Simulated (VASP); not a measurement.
Consider the following.

```
AgCl
1.0
    0.00000     2.83050     2.83050
    2.83050     0.00000     2.83050
    2.83050     2.83050     0.00000
Ag Cl
1 1
Direct
  0.00000   0.00000   0.00000
  0.50000   0.50000   0.50000
```
Cell charge -0.5.

Level of theory: PBE GGA, VASP's PBE PAW potentials (set 64) (plane waves; VASP). Numerical set-up: NELECT = 18.5, 400 eV cut-off, 7×7×7 Γ-centred mesh, Gaussian smearing of 0.050 eV, potentials Ag Cl.

The cell is charged, with a uniform compensating background.

### Question
Give the stress tensor in GPa (positive for a compressed cell).

### Answer

```
20.73   0.00   0.00
 0.00  20.73   0.00
 0.00   0.00  20.73
```
The pressure is its mean diagonal, 20.73 GPa.

The compound is AgCl in the rock salt structure. The cell was not relaxed at this level. The run is one of a series of settings (NELECT = 18.5 against the base run), some of them coarse on purpose.
